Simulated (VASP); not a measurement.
Here is the system:

```xyz
2
Lattice="0.0000 2.5929 2.5929 2.5929 0.0000 2.5929 2.5929 2.5929 0.0000" Properties=species:S:1:pos:R:3 pbc="T T T"
Mg     0.0000     0.0000     0.0000
S      2.5929     2.5929     2.5929
```

These are AM05 GGA, VASP's PBE PAW potentials (set 64) (plane waves; VASP 6.6.1) values and carry that method's errors. Numerical set-up: 520 eV cut-off, Gaussian smearing of 0.050 eV, potentials Mg S.

**Question.** Give the energies of bands 2 to 7 at the high-symmetry points, in eV from the valence-band maximum.

**Answer.** 
| band | Γ | X | U | L | W |
|---|---|---|---|---|---|
| 2 | 0.00 | -4.30 | -3.79 | -4.93 | -3.32 |
| 3 | 0.00 | -1.73 | -3.26 | -0.61 | -3.32 |
| 4 | 0.00 | -1.73 | -1.40 | -0.61 | -2.41 |
| 5 | 3.73 | 2.78 | 3.87 | 4.45 | 5.29 |
| 6 | 7.87 | 4.23 | 6.64 | 6.87 | 7.87 |
| 7 | 7.87 | 11.99 | 9.71 | 6.87 | 7.87 |

The gap is indirect, 2.78 eV, from the valence maximum at Γ to the conduction minimum at X.

The compound is MgS in the rock salt structure. It was relaxed first.
